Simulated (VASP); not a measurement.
KF (rock salt), at 0.96 of the tabulated volume:

```
KF
1.0
    0.00000     2.63885     2.63885
    2.63885     0.00000     2.63885
    2.63885     2.63885     0.00000
K F
1 1
Direct
  0.00000   0.00000   0.00000
  0.50000   0.50000   0.50000
```

The lowest empty band near Γ, direction [100], from mBJ (TB09) with spin-orbit coupling in VASP (PAW); its two spin partners are averaged. The gap over the points computed is 10.33 eV, and the next band on that side lies 2.04 eV away at the edge.

Settings: 520 eV cut-off, 10×10×10 Γ-centred mesh, Gaussian smearing of 0.050 eV, potentials K_sv F.

| distance from the edge in k (1/Å) | distance in energy (meV) |
|---|---|
| 0.025 | 3.8 |
| 0.035 | 7.4 |
| 0.050 | 15.2 |
| 0.070 | 29.6 |

Question: Fit E(1 + αE) = ħ²k²/2m* (ħ²/2m0 = 3.810 eV Å²) and predict the row at 0.095 1/Å.

Answer: The rows don't resolve α, so a parabola serves: the electron mass is m* = 0.630 m0, and so 54.6 meV. The run gave 54.1 meV, -0.5 meV from the fit.

Left out are points under 3 meV from the edge, since the levels carry 0.1 meV, and points farther than half the way to the next band.

The compound is KF in the rock salt structure. The cell was not relaxed at this level.
